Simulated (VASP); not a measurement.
The system is Cl3In, in a box.

```
Cl In
1.0
    11.00000    0.00000    0.00000
     0.00000   13.00000    0.00000
     0.00000    0.00000   13.00000
Cl In
3 1
Direct
  0.47165 0.56353 0.64980
  0.58245 0.37071 0.43219
  0.41991 0.63252 0.35543
  0.49140 0.52228 0.47912
```

Base run:

- Program: VASP 6.6.1
- Functional: PBE
- Potentials or basis: VASP PAW PBE potentials, release 64 (Cl, In_d)
- Cutoff: 520 eV
- k mesh: 1 × 1 × 1
- Occupations: gaussian, width 0.01 eV
- Spin: no spin polarisation

Its results: gap between the frontier levels 4.27 eV; largest force 0.340 eV/Å.

Q: After a change of settings the same cell gave: gap between the frontier levels 4.05 eV; largest force 0.910 eV/Å. Which change was it?
A. functional from PBE to vdW-DF2; further incar settings from ALGO = Normal; EDIFF = 1e-07; NBANDS = 25 to ALGO = Normal; EDIFF = 1e-07
B. further incar settings from ALGO = Normal; EDIFF = 1e-07; NBANDS = 25 to ALGO = Normal; EDIFF = 1e-06
C. further incar settings from ALGO = Normal; EDIFF = 1e-07; NBANDS = 25 to ALGO = Normal; EDIFF = 1e-07; dispersion from none to TS
D. functional from PBE to r2SCAN; further incar settings from ALGO = Normal; EDIFF = 1e-07; NBANDS = 25 to ALGO = Normal; EDIFF = 1e-06; NBANDS = 25

A: A.

Caveats: spin-orbit coupling is left out, which moves the levels of the heavy elements; the PAW data sets were made with another functional, which shifts forces and pressure a little (some runs).

Not every run made on this cell is shown here.
